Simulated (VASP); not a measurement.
Output of a VASP run:

File OSZICAR:
```
...
DAV:   1    -0.226759200163E+02   -0.34370E-03   -0.56987E-02  2716   0.523E+00    0.148E-01
DAV:   2    -0.226758701492E+02    0.49867E-04   -0.43483E-03  3689   0.105E+00    0.949E-02
DAV:   3    -0.226757912202E+02    0.78929E-04   -0.32688E-04  3827   0.397E-01    0.111E-02
DAV:   4    -0.226757429403E+02    0.48280E-04   -0.99115E-05  3589   0.154E-01    0.507E-03
DAV:   5    -0.226757471675E+02   -0.42272E-05   -0.12770E-05  2889   0.468E-02    0.339E-03
DAV:   6    -0.226757397836E+02    0.73839E-05   -0.29084E-06  3279   0.282E-02    0.136E-03
DAV:   7    -0.226757467464E+02   -0.69627E-05   -0.32241E-06  3024   0.278E-02    0.573E-04
DAV:   8    -0.226757443214E+02    0.24250E-05   -0.13683E-07  1813   0.750E-03    0.286E-04
DAV:   9    -0.226757447158E+02   -0.39442E-06   -0.42168E-08  1421   0.405E-03    0.138E-04
DAV:  10    -0.226757441777E+02    0.53810E-06   -0.13079E-08  1330   0.277E-03    0.383E-05
DAV:  11    -0.226757441280E+02    0.49741E-07   -0.65564E-09  1302   0.178E-03
   2 F= -.22675744E+02 E0= -.22675372E+02  d E =-.167879E-03
       N       E                     dE             d eps       ncg     rms          rms(c)
DAV:   1    -0.226764079685E+02   -0.66379E-03   -0.20695E-01  2730   0.998E+00    0.282E-01
DAV:   2    -0.226762359407E+02    0.17203E-03   -0.15770E-02  3682   0.200E+00    0.181E-01
DAV:   3    -0.226759278086E+02    0.30813E-03   -0.11710E-03  3818   0.754E-01    0.213E-02
DAV:   4    -0.226758007665E+02    0.12704E-03   -0.35924E-04  3613   0.292E-01    0.969E-03
DAV:   5    -0.226757927788E+02    0.79877E-05   -0.46427E-05  2882   0.893E-02    0.643E-03
DAV:   6    -0.226757804185E+02    0.12360E-04   -0.10178E-05  3338   0.528E-02    0.256E-03
DAV:   7    -0.226757927325E+02   -0.12314E-04   -0.11625E-05  2961   0.529E-02    0.114E-03
DAV:   8    -0.226757873473E+02    0.53852E-05   -0.63351E-07  2724   0.150E-02    0.532E-04
DAV:   9    -0.226757889221E+02   -0.15748E-05   -0.16134E-07  1722   0.625E-03    0.147E-04
DAV:  10    -0.226757858783E+02    0.30438E-05   -0.88388E-08  1379   0.520E-03    0.120E-04
DAV:  11    -0.226757868106E+02   -0.93233E-06   -0.16173E-08  1302   0.374E-03    0.597E-05
DAV:  12    -0.226757867678E+02    0.42791E-07   -0.66088E-09  1281   0.157E-03
   3 F= -.22675787E+02 E0= -.22675471E+02  d E =-.210519E-03
       N       E                     dE             d eps       ncg     rms          rms(c)
DAV:   1    -0.226758962343E+02   -0.10942E-03   -0.28350E-02  2723   0.369E+00    0.104E-01
DAV:   2    -0.226758711222E+02    0.25112E-04   -0.21721E-03  3633   0.741E-01    0.669E-02
DAV:   3    -0.226758136936E+02    0.57429E-04   -0.16152E-04  3827   0.278E-01    0.792E-03
DAV:   4    -0.226758261646E+02   -0.12471E-04   -0.49185E-05  3620   0.109E-01    0.359E-03
DAV:   5    -0.226758106155E+02    0.15549E-04   -0.62336E-06  2873   0.328E-02    0.241E-03
DAV:   6    -0.226758177743E+02   -0.71588E-05   -0.14197E-06  3180   0.198E-02    0.950E-04
DAV:   7    -0.226758111089E+02    0.66654E-05   -0.16312E-06  2961   0.198E-02    0.413E-04
DAV:   8    -0.226758127543E+02   -0.16454E-05   -0.66113E-08  1393   0.532E-03    0.210E-04
DAV:   9    -0.226758125977E+02    0.15657E-06   -0.21917E-08  1281   0.301E-03    0.117E-04
DAV:  10    -0.226758127628E+02   -0.16515E-06   -0.63762E-09  1267   0.198E-03    0.320E-05
DAV:  11    -0.226758130412E+02   -0.27837E-06   -0.52793E-09  1260   0.136E-03    0.562E-05
DAV:  12    -0.226758129815E+02    0.59662E-07   -0.18391E-09  1260   0.110E-03
   4 F= -.22675813E+02 E0= -.22675467E+02  d E =-.236732E-03
```

File OUTCAR:
```
------------------------ aborting loop because EDIFF is reached ----------------------------------------
  FORCE on cell =-STRESS in cart. coord.  units (eV):
  Direction    XX          YY          ZZ          XY          YZ          ZX
  --------------------------------------------------------------------------------------
  Total        1.1127608      1.1127607      1.1130265      0.0000000      0.0000000     -0.0000000
  in kB       37.9958100     37.9958074     38.0048802      0.0000000      0.0000000     -0.0000000
  external PRESSURE =      37.9988325 kB  Pullay stress =       0.0000000 kB
  volume of cell :       46.92
      direct lattice vectors                 reciprocal lattice vectors
     1.635977476 -2.833596011  0.000000000     0.305627680 -0.176454229  0.000000000
     1.635977476  2.833596011  0.000000000     0.305627680  0.176454229  0.000000000
     0.000000000  0.000000000  5.060943071     0.000000000  0.000000000  0.197591632
 POSITION                                       TOTAL-FORCE (eV/Angst)
 -----------------------------------------------------------------------------------
      1.63598      0.94453      1.26524         0.000000     -0.000000      0.000000
      1.63598     -0.94453      3.79571        -0.000000      0.000000      0.000000
 -----------------------------------------------------------------------------------
    total drift:                                0.000000      0.000678     -0.000013
  FREE ENERGIE OF THE ION-ELECTRON SYSTEM (eV)
  ---------------------------------------------------
  free  energy   TOTEN  =       -22.6758129815 eV

  energy  without entropy=      -22.6747751453  energy(sigma->0) =      -22.67546704

 reached required accuracy - stopping structural energy minimisation
```
(Selected blocks of OUTCAR.)

**POSCAR**
```
Sc
1
    1.6325843643    -2.8277189800     0.0000000000
    1.6325843643     2.8277189800     0.0000000000
    0.0000000000     0.0000000000     5.0820019215
Sc
2
Direct
  0.3333330000   0.6666670000   0.2500000000
  0.6666670000   0.3333330000   0.7500000000
```

Problem. Reconstruct the remaining input files.

Solution. One answer among several that fit: the input of the run itself, r2SCAN meta-GGA, plane waves, VASP's PBE PAW potentials (set 64).

### INCAR
```
SYSTEM = Sc
PREC = Accurate
ENCUT = 520
EDIFF = 1E-7
NELM = 100
ALGO = Normal
LREAL = .FALSE.
LASPH = .TRUE.
ISMEAR = 1
SIGMA = 0.1
METAGGA = R2SCAN
LMIXTAU = .TRUE.
LMAXMIX = 4
LWAVE = .FALSE.
LCHARG = .FALSE.
ISIF = 4
IBRION = 2
NSW = 30
EDIFFG = -0.01
```

### KPOINTS
```
Automatic
0
Gamma
 13 13 7
0 0 0
```

POTCAR, in this order: Sc_sv (PBE.64 set). Program: vasp_std.

The compound is Sc in the hcp structure. This cell is one point of a volume scan, at 0.94 of the reference volume. Symmetry was kept, so distortions that lower it aren't found.
